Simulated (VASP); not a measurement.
Here is the system:

```
CELL_PARAMETERS angstrom
      4.06758    -2.26037    -0.02374
      4.06758     2.26037    -0.02374
      2.83317     0.00000     3.69164
ATOMIC_POSITIONS crystal
  Bi 0.23738 0.23738 0.23738
  Bi 0.76262 0.76262 0.76262
```

These are MS2 meta-GGA, VASP's PBE PAW potentials (set 64) (plane waves; VASP) values and carry that method's errors. Numerical set-up: 520 eV cut-off, 11×11×11 Γ-centred mesh, tetrahedra with Blöchl corrections, potentials Bi_d.

Unless said otherwise, spin-orbit coupling is left out, though it shifts the bands of the heavy elements here.

Q: Tabulate the total density of states (states/eV per cell) against energy (eV; zero at the valence-band maximum or, without a gap, the Fermi level).

A: 
```
E (eV)  DOS (states/eV)
------  ---------------
-9.95              1.72
-9.60              1.12
-9.25              0.83
-8.89              0.52
-8.54              0.35
-8.19              0.23
-7.84              0.15
-7.61              0.10
-7.25              0.02
-6.90              0.00
-6.55              0.00
-6.20              0.00
-5.84              0.00
-5.49              0.00
-5.14              0.00
-4.79              0.34
-4.44              0.72
-4.08              0.74
-3.73              0.99
-3.38              1.19
-3.15              1.54
-2.79              1.63
-2.44              1.63
-2.09              1.58
-1.74              1.66
-1.39              1.52
-1.03              1.61
-0.68              1.67
-0.33              0.69
0.02               0.01
0.38               0.20
0.73               1.56
1.08               1.40
1.31               1.20
1.67               1.14
2.02               1.14
2.37               1.22
2.72               1.92
3.07               1.15
3.43               1.17
```
Within 2 eV below the Fermi level the largest weight inside VASP's projection spheres is Bi p.

The compound is Bi in the a7 structure. It was relaxed first.
